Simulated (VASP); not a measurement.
# ZnHgPd in VASP: a series of runs

Runs on ZnHgPd. Level: PBE. Tasks: single point.

Program: VASP 6.6.1. These are calculated values, not measurements. Logs are shortened: lines on timing, memory, paths and dates and some standing lists are left out, and cuts for length are marked.

## 1. The crystal as given

The cell holds a amorphous, 9 atoms: a = 5.115 Å, b = 6.452 Å, c = 6.415 Å, α = 100.74°, β = 90.20°, γ = 95.38°.

The cell was built by a generator and needn't be a form met in nature.

## 2. Single point, PBE

The input, INCAR:

```
ALGO = Fast
EDIFF = 1E-7
ENCUT = 520
GGA = PE
ISIF = 2
ISMEAR = -1
LASPH = T
LCHARG = F
LREAL = F
LWAVE = F
NBANDS = 61
NELM = 100
PREC = Accurate
SIGMA = 0.05
```

The input, KPOINTS:

```
k-points
0
Gamma
  3 3 3
```

The input, POSCAR:

```
ZnHgPd
1.0
    5.0864770000     -0.3978540000      0.3622830000
   -0.0275010000      6.3411150000     -1.1932670000
   -0.4789200000     -0.0147370000      6.3972320000
Zn Pd Hg
3 3 3
Direct
    0.0516275482      0.2841368497      0.0195571058
    0.4572121796      0.0459411729      0.9412068978
    0.8472203331      0.9602110005      0.2115342348
    0.9660838892      0.4507275765      0.4715380923
    0.5674619214      0.4433363924      0.7969093320
    0.3936929769      0.1630383282      0.3996378409
    0.0946914970      0.6777691355      0.9085730240
    0.7901199491      0.8625032396      0.6096117239
    0.3939086945      0.7088952370      0.2961980852
```

Potentials or basis: VASP PAW PBE potentials, release 64 (Zn, Pd, Hg).

On the command line:

```console
$ cat potpaw_PBE.64/Zn/POTCAR potpaw_PBE.64/Pd/POTCAR potpaw_PBE.64/Hg/POTCAR > POTCAR
$ mpirun -np 1 vasp_std > vasp.out
```

OUTCAR:

```text
EDIFF = 1E-7
   ENCUT = 520
   GGA = PE
   ISIF = 2
   ISMEAR = -1
   LASPH = T
   LREAL = F
   NELM = 100
   PREC = Accurate

 ion  position               nearest neighbor table
   1  0.052  0.284  0.020-   2 2.69   3 2.75   7 2.75   4 2.95   5 3.18   5 3.20   9 3.32
   2  0.457  0.046  0.941-   1 2.69   3 2.80   7 2.85   8 2.88   5 2.89   6 2.92   9 3.43
   3  0.847  0.960  0.212-   1 2.75   8 2.75   7 2.80   2 2.80   9 2.82   6 2.92   6 3.11   9 3.45

   4  0.966  0.451  0.472-   8 2.87   5 2.93   1 2.95   7 2.95   9 2.98   6 2.98   6 3.30
   5  0.567  0.443  0.797-   2 2.89   6 2.92   4 2.93   7 2.98   7 2.99   1 3.18   1 3.20   8 3.27
                             9 3.50
   6  0.394  0.163  0.400-   9 2.88   5 2.92   2 2.92   3 2.92   4 2.98   3 3.11   4 3.30   8 3.37

   7  0.095  0.678  0.909-   1 2.75   3 2.80   2 2.85   9 2.88   8 2.95   4 2.95   5 2.98   5 2.99

   8  0.790  0.863  0.610-   3 2.75   9 2.83   4 2.87   2 2.88   7 2.95   5 3.27   6 3.37   9 3.80

   9  0.394  0.709  0.296-   3 2.82   8 2.83   7 2.88   6 2.88   4 2.98   1 3.32   2 3.43   3 3.45
                             5 3.50   8 3.80

  LATTYP: Found a triclinic cell.
 ALAT       =     7.8489568664
 B/A-ratio  =     0.6516610204
 C/A-ratio  =     0.8173252615
 COS(alpha) =     0.0034299024
 COS(beta)  =     0.1554335587
 COS(gamma) =     0.5745674704

  Lattice vectors:

 A1 = (   5.0589760000,   5.9432610000,  -0.8309840000)
 A2 = (   5.0864770000,  -0.3978540000,   0.3622830000)
 A3 = (   0.4789200000,   0.0147370000,  -6.3972320000)

Analysis of symmetry for initial positions (statically):
=====================================================================
 Subroutine PRICEL returns:
 Original cell was already a primitive cell.

 Routine SETGRP: Setting up the symmetry group for a
 triclinic supercell.

 Subroutine GETGRP returns: Found  1 space group operations
 (whereof  1 operations were pure point group operations)
 out of a pool of  2 trial point group operations.

The static configuration has the point symmetry C_1 .

Analysis of symmetry for dynamics (positions and initial velocities):
=====================================================================
 Subroutine PRICEL returns:
 Original cell was already a primitive cell.

 Routine SETGRP: Setting up the symmetry group for a
 triclinic supercell.

 Subroutine GETGRP returns: Found  1 space group operations
 (whereof  1 operations were pure point group operations)
 out of a pool of  2 trial point group operations.

The dynamic configuration has the point symmetry C_1 .

 Subroutine INISYM returns: Found  1 space group operations
 (whereof  1 operations are pure point group operations),
 and found     1 'primitive' translations

----------------------------------------------------------------------------------------

                                     Primitive cell

  volume of cell :     207.0495

  direct lattice vectors                    reciprocal lattice vectors
     5.086477000 -0.397854000  0.362283000     0.195837257  0.003609812  0.014669403
    -0.027501000  6.341115000 -1.193267000     0.012266757  0.157995475  0.001282301
    -0.478920000 -0.014737000  6.397232000    -0.008802400  0.029266253  0.155726047

  length of vectors
     5.114859240  6.452470990  6.415150724     0.196419076  0.158476142  0.158696558

  position of ions in fractional coordinates (direct lattice)
     0.051627548  0.284136850  0.019557106
     0.457212180  0.045941173  0.941206898
     0.847220333  0.960211001  0.211534235
     0.966083889  0.450727577  0.471538092
     0.567461921  0.443336392  0.796909332
     0.393692977  0.163038328  0.399637841
     0.094691497  0.677769136  0.908573024
     0.790119949  0.862503240  0.609611724
     0.393908694  0.708895237  0.296198085

  ion indices of the primitive-cell ions
   primitive index   ion index
                 1           1
                 2           2
                 3           3
                 4           4
                 5           5
                 6           6
                 7           7
                 8           8
                 9           9

----------------------------------------------------------------------------------------

 KPOINTS: k-points

Automatic generation of k-mesh.
 Grid dimensions read from file:
 generate k-points for:    3    3    3

 Generating k-lattice:

  Cartesian coordinates                     Fractional coordinates (reciprocal lattice)
     0.065279086  0.001203271  0.004889801     0.333333333 -0.000000000  0.000000000
     0.004088919  0.052665158  0.000427434    -0.000000000  0.333333333 -0.000000000
    -0.002934133  0.009755418  0.051908682     0.000000000 -0.000000000  0.333333333

  Length of vectors
     0.065473025  0.052825381  0.052898853

  Shift w.r.t. Gamma in fractional coordinates (k-lattice)
     0.000000000  0.000000000  0.000000000

 Subroutine IBZKPT returns following result:
 ===========================================

 Found     14 irreducible k-points:

 Following reciprocal coordinates:
            Coordinates               Weight
  0.000000  0.000000  0.000000      1.000000
  0.333333  0.000000  0.000000      2.000000
  0.000000  0.333333  0.000000      2.000000
  0.333333  0.333333  0.000000      2.000000
 -0.333333  0.333333  0.000000      2.000000
  0.000000  0.000000  0.333333      2.000000
  0.333333  0.000000  0.333333      2.000000
 -0.333333  0.000000  0.333333      2.000000
 -0.000000  0.333333  0.333333      2.000000
  0.333333  0.333333  0.333333      2.000000
 -0.333333  0.333333  0.333333      2.000000
 -0.000000 -0.333333  0.333333      2.000000
  0.333333 -0.333333  0.333333      2.000000
 -0.333333 -0.333333  0.333333      2.000000
   k-points           NKPTS =     14   k-points in BZ     NKDIM =     14   number of bands    NBANDS=     61
   number of dos      NEDOS =    301   number of ions     NIONS =      9
   total plane-waves  NPLWV =  92160
   dimension x,y,z NGX =    40 NGY =   48 NGZ =   48
   dimension x,y,z NGXF=    80 NGYF=   96 NGZF=   96
   ions per type =               3   3   3
   NGX,Y,Z   is equivalent  to a cutoff of  13.00, 12.37, 12.44 a.u.
   NGXF,Y,Z  is equivalent  to a cutoff of  26.00, 24.73, 24.88 a.u.
 SYSTEM =  unknown system
   PREC   = accura    normal or accurate (medium, high low for compatibility)
   ISTART =      0    job   : 0-new  1-cont  2-samecut
   ICHARG =      2    charge: 1-file 2-atom 10-const
   ISPIN  =      1    spin polarized calculation?
   LNONCOLLINEAR =      F non collinear calculations
   LSORBIT =      F    spin-orbit coupling
   LASPH  =      T    aspherical Exc in radial PAW
   ENCUT  =  520.0 eV  38.22 Ry    6.18 a.u.   9.51 12.00 11.93*2*pi/ulx,y,z
   NELM   =    100;   NELMIN=  2; NELMDL= -5     # of ELM steps
   EDIFF  = 0.1E-06   stopping-criterion for ELM
   LREAL  =      F    real-space projection
   EDIFFG = 0.1E-05   stopping-criterion for IOM
   NSW    =      0    number of steps for IOM
   IBRION =     -1    ionic relax: 0-MD 1-quasi-New 2-CG
   NFREE  =      0    steps in history (QN), initial steepest desc. (CG)
   ISIF   =      2    stress and relaxation
   ISYM   =      2    0-nonsym 1-usesym 2-fastsym
   POTIM  = 0.5000    time-step for ionic-motion
   TEBEG  =    0.0;   TEEND  =   0.0 temperature during run
   PSTRESS=    0.0 pullay stress
   NELECT =     102.0000    total number of electrons
   NUPDOWN=      -1.0000    fix difference up-down
   EMIN   =  10.00;   EMAX   =-10.00  energy-range for DOS
   EFERMI =   0.00;   METHOD = LEGACY
   ISMEAR =    -1;   SIGMA  =   0.05  broadening in eV -4-tet -1-fermi 0-gaus
   EFERMI_NEDOS =   21; number of points for ismear=-14 and -15
   IALGO  =     68    algorithm
   IMIX   =      4    mixing-type and parameters
     AMIX     =   0.40;   BMIX     =  1.00
     AMIX_MAG =   1.60;   BMIX_MAG =  1.00
  volume/ion in A,a.u.               =      23.01       155.25
  Fermi-wavevector in a.u.,A,eV,Ry     =   1.292955  2.443331 22.745315  1.671733
  Thomas-Fermi vector in A             =   2.424631
   LORBIT       =      0    0 simple, 1 ext, 2 COOP (PROOUT), +10 PAW based schemes
   GGA     = PE    functional components
   LHFCALC =     F    Hartree Fock is set to
   AEXX    =    0.0000 exact exchange contribution
   IVDW    =     0    specifies the selected vdW correction
   LEPSILON=     F    determine dielectric tensor
   LRPA    =     F    only Hartree local field effects (RPA)
 non-spin polarized calculation
 RMM-DIIS sequential band-by-band and
  energy-cutoff  :      520.00
  volume of cell :      207.05
 maximum number of plane-waves:      5598
 NGX is ok and might be reduce to    40
   NGX = 19   NGY = 23   NGZ = 23

 number of electron     102.0000001 magnetization

 Free energy of the ion-electron system (eV)
  ---------------------------------------------------
  ext. energy  EPLUGINS =         0.00000000
  ---------------------------------------------------
  free energy    TOTEN  =       -17.36295622 eV

  energy without entropy =      -17.33637252  energy(sigma->0) =      -17.34966437

 E-fermi :   2.6440     XC(G=0): -10.2867

 val. band max:        2.6074363918   @ k =   0.0000   0.0000   0.3333
 cond. band min:       2.6779701485   @ k =   0.0000   0.3333   0.0000
 fundamental gap:      0.0705337566
 Fermi energy:         2.6440349294

 k-point     1 :       0.0000    0.0000    0.0000
  band No.  band energies     occupation
      1      -5.7723      2.00000
      2      -5.1665      2.00000
      3      -5.0128      2.00000
      4      -4.9647      2.00000
      5      -4.8961      2.00000
      6      -4.8274      2.00000
[... 53 lines left out ...]
     60       6.9391      0.00000
     61       7.0979      0.00000

 k-point     2 :       0.3333    0.0000    0.0000
  band No.  band energies     occupation
      1      -5.5115      2.00000
      2      -5.2331      2.00000
      3      -4.9649      2.00000
      4      -4.9346      2.00000
      5      -4.8587      2.00000
      6      -4.8402      2.00000
[... 53 lines left out ...]
     60       6.8004      0.00000
     61       7.2761      0.00000

 k-point     3 :       0.0000    0.3333    0.0000
  band No.  band energies     occupation
      1      -5.6631      2.00000
      2      -5.1547      2.00000
      3      -5.0049      2.00000
      4      -4.9310      2.00000
      5      -4.8675      2.00000
      6      -4.8574      2.00000
[... 693 lines left out ...]
     60       7.7671      0.00000
     61       8.3425      0.00000

 k-point    14 :      -0.3333   -0.3333    0.3333
  band No.  band energies     occupation
      1      -5.5479      2.00000
      2      -5.0866      2.00000
      3      -4.9921      2.00000
      4      -4.9401      2.00000
      5      -4.8442      2.00000
      6      -4.8152      2.00000
[... 53 lines left out ...]
     60       7.7318      0.00000
     61       8.3354      0.00000

------------------------ aborting loop because EDIFF is reached ----------------------------------------

  FORCE on cell =-STRESS in cart. coord.  units (eV):
  Direction    XX          YY          ZZ          XY          YZ          ZX
  --------------------------------------------------------------------------------------
  -------------------------------------------------------------------------------------
  Total      -10.8803365    -10.3830501     -8.6716937      0.2881825      0.0376579      1.4906461
  in kB      -84.1935465    -80.3454756    -67.1027638      2.2299962      0.2914020     11.5348257
  external PRESSURE =     -77.2139286 kB  Pullay stress =       0.0000000 kB

 VOLUME and BASIS-vectors are now :
 -----------------------------------------------------------------------------
  energy-cutoff  :      520.00
  volume of cell :      207.05
      direct lattice vectors                 reciprocal lattice vectors
     5.086477000 -0.397854000  0.362283000     0.195837257  0.003609812  0.014669403
    -0.027501000  6.341115000 -1.193267000     0.012266757  0.157995475  0.001282301
    -0.478920000 -0.014737000  6.397232000    -0.008802400  0.029266253  0.155726047

 POSITION                                       TOTAL-FORCE (eV/Angst)
 -----------------------------------------------------------------------------------
      0.24542      1.78092     -0.19524        -0.015525      0.152603      0.331475
      1.87357      0.09554      6.13194         0.195235      0.700889     -0.009433
      4.18165      5.74862      0.51438         0.193991      0.854764      0.190579
      4.67574      2.46681      2.82870         0.271823     -0.337529     -0.243207
      2.49253      2.57374      4.77458        -0.121086     -0.450919      0.200415
      1.80663      0.87132      2.50466         0.062310     -0.050543     -0.504177
      0.02787      4.24675      5.03790        -0.079907     -0.423754     -0.522851
      3.70325      5.14590      3.15688         0.049513      0.178594      0.382196
      1.84226      4.33410      1.19165        -0.556354     -0.624106      0.175004
 -----------------------------------------------------------------------------------
    total drift:                                0.000853     -0.000995     -0.000113

  FREE ENERGIE OF THE ION-ELECTRON SYSTEM (eV)
  ---------------------------------------------------
  free  energy   TOTEN  =       -17.3629562198 eV

  energy  without entropy=      -17.3363725176  energy(sigma->0) =      -17.34966437
```

Wall time 1.9 min (1 thread of AMD EPYC 9R45 (Zen 5), shared host); peak memory 0.36 GiB.

What came out:

* Free energy: -17.3630 eV
* Pressure: -7.7 GPa
* Largest force: 0.897 eV/Å
* Band gap on the k mesh: none (metal or under the smearing width)

Forces on the atoms (eV/Å):
```
Zn  -0.016  0.153  0.331
Zn   0.195  0.701 -0.009
Zn   0.194  0.855  0.191
Pd   0.272 -0.338 -0.243
Pd  -0.121 -0.451  0.200
Pd   0.062 -0.051 -0.504
Hg  -0.080 -0.424 -0.523
Hg   0.050  0.179  0.382
Hg  -0.556 -0.624  0.175
```

Levels at points of the mesh, in eV from the Fermi level:
| k point | band 49 | band 50 | band 51 | band 52 | band 53 | band 54 |
| --- | --- | --- | --- | --- | --- | --- |
| (0.00, 0.00, 0.00) | -0.87 | -0.76 | 0.10 | 0.14 | 0.74 | 0.84 |

Caveat: the k mesh is coarse (spacing up to 0.41 Å⁻¹), so the values aren't converged.

## 3. Single point, PBE

The input, INCAR:

```
PREC     = Accurate       # precision mode
ENCUT    = 520            # plane-wave cutoff, eV
EDIFF    = 1E-7           # SCF threshold, eV
ISMEAR   = -1             # smearing method
SIGMA    = 0.05           # smearing width, eV
LREAL    = False          # projectors in reciprocal space
LASPH    = True           # aspherical terms in the spheres
NELM     = 100            # most SCF steps
ALGO     = Fast           # electronic algorithm
ISIF     = 2              # what is computed and relaxed
LWAVE    = False          # write WAVECAR
LCHARG   = False          # write CHGCAR
GGA      = PE             # functional
NBANDS   = 61             # bands
```

The input, KPOINTS:

```
Automatic mesh
0
Gamma
  3 3 3
```

The input, POSCAR:

```
ZnHgPd
1.0
    5.0864770000     -0.3978540000      0.3622830000
   -0.0275010000      6.3411150000     -1.1932670000
   -0.4789200000     -0.0147370000      6.3972320000
Zn Pd Hg
3 3 3
Direct
    0.0553636257      0.2899287464      0.0218418067
    0.4542722120      0.0620787909      0.9376220016
    0.8496714639      0.9707394150      0.2119206842
    0.9688122698      0.4546764849      0.4796798412
    0.5693427130      0.4250819935      0.7928702803
    0.3823238492      0.1582309366      0.4020148596
    0.0967083610      0.6758489211      0.9125957007
    0.7898693828      0.8590517072      0.5986274695
    0.3946703318      0.7138277046      0.3000200230
```

Potentials or basis: VASP PAW PBE potentials, release 64 (Zn, Pd, Hg).

On the command line:

```console
$ cat potpaw_PBE.64/Zn/POTCAR potpaw_PBE.64/Pd/POTCAR potpaw_PBE.64/Hg/POTCAR > POTCAR
$ mpirun -np 1 vasp_std > vasp.out
```

It took 1.8 min on 1 thread of AMD EPYC 9R45 (Zen 5), shared host; peak memory 0.36 GiB.

It converged, with:

```yaml
Free_energy: -17.4287 eV
Pressure: -7.2 GPa
Largest_force: 1.041 eV/Å
Band_gap_on_the_k_mesh: none (metal or under the smearing width)
```

Forces on the atoms (eV/Å):
```
Zn  -0.104  0.103  0.331
Zn   0.275  0.461 -0.005
Zn   0.205  0.841  0.094
Pd   0.339 -0.418 -0.263
Pd  -0.118 -0.366  0.245
Pd  -0.020  0.031 -0.530
Hg  -0.106 -0.192 -0.635
Hg   0.272  0.267  0.777
Hg  -0.744 -0.727 -0.015
```

Stress tensor (GPa, compression positive):
```
-8.25  0.23  1.24
 0.23 -7.10  0.08
 1.24  0.08 -6.28
```

Levels at points of the mesh, in eV from the Fermi level:
```
           k point  band 47  band 48  band 49  band 50  band 51  band 52  band 53  band 54  band 55  band 56
(0.00, 0.00, 0.00)    -1.12    -1.03    -0.89    -0.78     0.06     0.15     0.74     0.81     2.49     3.16
```

Caveat: the k mesh is coarse (spacing up to 0.41 Å⁻¹), so the values aren't converged.

[end of part 1 of 2]
